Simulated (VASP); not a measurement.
Set up this calculation in VASP 6.6.1, as the native input.

| Property | Result |
| --- | --- |
| Task | band structure |
| Functional | r2SCAN |
| Potentials or basis | VASP PAW PBE potentials, release 64 (Mn_pv, Si, Se) |
| Cutoff | 520 eV |
| k mesh | 5 × 5 × 5 |
| Occupations | fermi-dirac, width 0.05 eV |
| Spin | collinear spin, ferromagnetic start |
| Starting moments | [4.0, 0.0, 0.0, 0.0, 0.0] μB |
| Further INCAR settings | ALGO = Normal; EDIFF = 1e-07; NBANDS = 30 |

The structure of MnSiSe3 lies in POSCAR:

```
MnSiSe3
1.0
    4.8341200000      0.0000000000      0.0000000000
    0.0000000000      4.8341200000      0.0000000000
    0.0000000000      0.0000000000      4.8341200000
Mn Si Se
1 1 3
Direct
    0.0000000000      0.0000000000      0.0000000000
    0.5000000000      0.5000000000      0.5000000000
    0.0000000000      0.5000000000      0.5000000000
    0.5000000000      0.0000000000      0.5000000000
    0.5000000000      0.5000000000      0.0000000000
```

The cell was built by a generator and needn't be a form met in nature.

One way to write it, as run:

INCAR

```
SYSTEM = MnSiSe3
PREC = Accurate
ENCUT = 520
EDIFF = 1E-7
ISMEAR = -1
SIGMA = 0.05
LREAL = .False.
LASPH = .True.
NELM = 150
ALGO = Normal
ISIF = 2
LWAVE = .False.
LCHARG = .False.
ISPIN = 2
MAGMOM = 4 0 0 0 0
LORBIT = 11
LMAXMIX = 4
METAGGA = R2SCAN
LMIXTAU = .True.
NBANDS = 30
```

KPOINTS

```
regular mesh
0
Gamma
  5 5 5
  0 0 0
```

KPOINTS_OPT

```
path GXMGRX,MR
10
line-mode
reciprocal
 0.0000000000  0.0000000000  0.0000000000  G
 0.0000000000  0.5000000000  0.0000000000  X

 0.0000000000  0.5000000000  0.0000000000  X
 0.5000000000  0.5000000000  0.0000000000  M

 0.5000000000  0.5000000000  0.0000000000  M
 0.0000000000  0.0000000000  0.0000000000  G

 0.0000000000  0.0000000000  0.0000000000  G
 0.5000000000  0.5000000000  0.5000000000  R

 0.5000000000  0.5000000000  0.5000000000  R
 0.0000000000  0.5000000000  0.0000000000  X

 0.5000000000  0.5000000000  0.0000000000  M
 0.5000000000  0.5000000000  0.5000000000  R
```

Potentials or basis: VASP PAW PBE potentials, release 64 (Mn_pv, Si, Se).

Launch:

```sh
$ cat potpaw_PBE.64/Mn_pv/POTCAR potpaw_PBE.64/Si/POTCAR potpaw_PBE.64/Se/POTCAR > POTCAR
$ mpirun -np 1 vasp_std > vasp.out
```

Results of the run:

```json
{
 "Pressure": "-0.7 GPa",
 "Band gap along the path": "none (metal or under the smearing width)",
 "Net moment": "5.36 μB per cell",
 "Site moments": "Mn +4.66; Si +0.08; Se +0.03 μB",
 "Valence electrons inside the program's atomic spheres": "Mn 11.05; Si 1.50; Se 3.89"
}
```

Caveat: the PAW data sets were made with another functional, which shifts forces and pressure a little; a cell with one magnetic atom can't hold antiferromagnetic order, which such compounds often take; semilocal functionals often make such compounds metallic where correlation or magnetic order opens a gap, which also shifts bond lengths.

Wall time 8.1 min on 1 thread of Intel(R) Xeon(R) Platinum 8488C (Sapphire Rapids), on a shared host, peak memory 0.3 GiB.
